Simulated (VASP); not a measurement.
Given:

```
CELL_PARAMETERS angstrom
      0.00000     3.20733     3.20733
      3.20733     0.00000     3.20733
     12.83483    12.83483    -0.00551
ATOMIC_POSITIONS crystal
  In 0.01402 0.01402 0.98949
  In 0.00513 0.00513 0.24615
  In 0.99573 0.99573 0.50320
  In 0.98578 0.98578 0.76066
  Sb 0.25832 0.25832 0.05626
  Sb 0.24925 0.24925 0.31307
  Sb 0.24026 0.24026 0.56980
  As 0.25152 0.25152 0.81136
```

The numbers are results of PBEsol GGA, VASP's PBE PAW potentials (set 64) (plane waves; VASP), not measurements. Settings: 400 eV cut-off, Gaussian smearing of 0.050 eV, potentials In_d Sb As.

Q: Give the energies of bands 28 to 41 at the high-symmetry points, in eV from the Fermi level.

A: 
| band | Γ | T | H2 | L | S0 | F |
|---|---|---|---|---|---|---|
| 28 | -1.30 | -1.93 | -5.62 | -5.51 | -5.63 | -5.43 |
| 29 | -1.30 | -1.29 | -3.35 | -2.63 | -3.35 | -2.75 |
| 30 | -0.79 | -1.29 | -3.19 | -2.62 | -3.17 | -2.70 |
| 31 | -0.67 | -0.75 | -3.07 | -2.38 | -3.10 | -2.41 |
| 32 | -0.67 | -0.75 | -3.00 | -2.01 | -2.98 | -2.30 |
| 33 | -0.45 | -0.27 | -2.05 | -1.95 | -2.08 | -1.84 |
| 34 | -0.45 | -0.27 | -1.98 | -1.92 | -1.95 | -1.63 |
| 35 | -0.13 | -0.08 | -1.81 | -1.33 | -1.85 | -1.06 |
| 36 | 0.03 | -0.08 | -1.74 | -1.17 | -1.71 | -1.00 |
| 37 | 0.03 | -0.05 | 1.85 | 1.07 | 1.74 | 0.41 |
| 38 | 0.46 | 0.84 | 1.87 | 1.43 | 2.12 | 1.20 |
| 39 | 0.89 | 0.95 | 2.41 | 1.50 | 2.15 | 1.33 |
| 40 | 1.09 | 1.08 | 2.55 | 1.56 | 2.69 | 1.67 |
| 41 | 3.06 | 3.08 | 3.68 | 2.03 | 3.51 | 1.87 |

It has no gap at this level: it comes out as a metal or semimetal.

The structure was generated: In4AsSb3 was put into an ordered model structure (R3m), which need not be its known phase. It was relaxed first.
